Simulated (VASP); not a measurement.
Be3Te2O:

```xyz
6
Lattice="4.3684 0.0000 0.0000 -2.1842 3.7831 0.0000 0.0000 0.0000 6.8986" Properties=species:S:1:pos:R:3 pbc="T T T"
Be    2.1842    1.2610    2.4210
Be    0.0000    2.5221    4.4776
Be    0.0000    0.0000    3.4493
Te    2.1842    1.2610    5.1918
Te    0.0000    2.5221    1.7068
O     0.0000    0.0000    0.0000
```

The cell was built by a generator and needn't be a form met in nature.

* Program: VASP 6.6.1
* Task: relaxation of cell and atoms
* Functional: PBE
* Potentials or basis: VASP PAW PBE potentials, release 64 (Be, Te, O)
* Cutoff: 520 eV
* k mesh: 4 × 4 × 2
* Occupations: gaussian, width 0.15 eV
* Spin: no spin polarisation

At the start: pressure -9.4 GPa; volume 19.00 Å³/atom.

How do energy, volume and symmetry change on relaxing?

Over 14 steps the energy falls by 337.3 meV/atom and the volume is 14.69 Å³/atom (-22.7 %); space group P-3m1 (No. 164, to 0.05 Å).

The path:
```
step  energy change (eV)  largest force (eV/Å)  pressure (GPa)  volume (Å³)
   1              0.0000                0.3617           -9.39       114.01
   2             -0.9015                1.2653           -1.89        96.53
   3             -0.9651                1.5780            1.72        91.87
   4             -1.3820                1.2289            2.28        89.84
   5             -1.4332                1.7869            6.25        83.11
   6             -1.7362                0.8106            2.26        87.12
   7             -1.7545                0.7719            2.22        86.18
   8             -1.8422                0.5088           -0.84        89.34
   9             -1.8468                0.5493           -2.70        91.01
  10             -1.9152                0.3973           -2.42        90.26
  11             -2.0118                0.1405           -0.64        88.47
  12             -2.0173                0.1063            0.45        87.67
  13             -2.0189                0.0326            0.18        87.93
  14             -2.0235                0.0549            0.08        88.14
```

Final structure:
```
Be Te O
1.0
     3.73426    0.00000    0.00000
    -1.86713    3.23396    0.00000
     0.00000    0.00000    7.29851
Be Te O
3 2 1
Direct
  0.66667 0.33333 0.41278
  0.33333 0.66667 0.58722
  0.00000 0.00000 0.50000
  0.66667 0.33333 0.77848
  0.33333 0.66667 0.22152
  0.00000 0.00000 0.00000
```

Caveat: the k mesh is coarse (spacing up to 0.46 Å⁻¹), so the values aren't converged; the volume moved by over 15 % at a fixed basis, so the end points are rough.
